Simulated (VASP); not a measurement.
An input for Quantum ESPRESSO's pw.x (written as the equivalent of a VASP run, and not itself run):

```
&CONTROL
  calculation = 'scf'
  pseudo_dir = './pseudo'
  outdir = './out'
  tprnfor = .true.
  tstress = .true.
/
&SYSTEM
  ibrav = 0
  nat = 4
  ntyp = 2
  ecutwfc = 84
  occupations = 'smearing'
  smearing = 'fermi-dirac'
  degauss = 0.00147
  input_dft = 'pbe'
/
&ELECTRONS
  conv_thr = 7.3e-08
  electron_maxstep = 100
/
ATOMIC_SPECIES
  Al 26.982 Al.upf
  N 14.007 N.upf
CELL_PARAMETERS angstrom
     3.1285900    0.0000000    0.0000000
    -1.5642950    2.7094380    0.0000000
     0.0000000    0.0000000    5.0169600
ATOMIC_POSITIONS crystal
  Al   0.6666670  0.3333330  0.4992900
  Al   0.3333330  0.6666670  0.9992900
  N    0.6666670  0.3333330  0.8807100
  N    0.3333330  0.6666670  0.3807100
K_POINTS automatic
  10 10 6 0 0 0
```

### Question
Translate this input to VASP (INCAR, KPOINTS, POSCAR, choice of POTCAR).

### Answer
This is not unique; one that fits is 
**POSCAR**
```
AlN
5.016960
  0.6236027395   0.0000000000   0.0000000000
 -0.3118013698   0.5400557310   0.0000000000
  0.0000000000   0.0000000000   1.0000000000
Al N
2 2
Cart
  0.3118016816   0.1800183970   0.4992900000
 -0.0000003118   0.3600373340   0.9992900000
  0.3118016816   0.1800183970   0.8807100000
 -0.0000003118   0.3600373340   0.3807100000
```

**KPOINTS**
```
Automatic mesh
0
Gamma
10 10 6
0 0 0
```

**INCAR**
```
# general
SYSTEM = AlN
PREC   = Accurate
ENCUT  = 400
LREAL  = .False.
LASPH  = .True.

# electronic loop
EDIFF  = 1E-6
NELM   = 100
ALGO   = Normal

# smearing
ISMEAR = -1
SIGMA  = 0.02

# functional
GGA    = PE

# ions
ISIF   = 2

# output
LWAVE  = .False.
LCHARG = .False.
```

POTCAR, in this order: Al N (PBE.64 set). Program: vasp_std.

What does not carry over: the potentials are each code's own (VASP's PAW set, PseudoDojo norm-conserving files in pw.x), so ENCUT and ecutwfc are chosen apart and not converted; conv_thr bounds pw.x's estimated SCF error, while EDIFF bounds the energy change between steps.

The structure comes from a computed database's AlN entry (P6_3mc); how it stands against other phases isn't given here. The cell was not relaxed at this level.
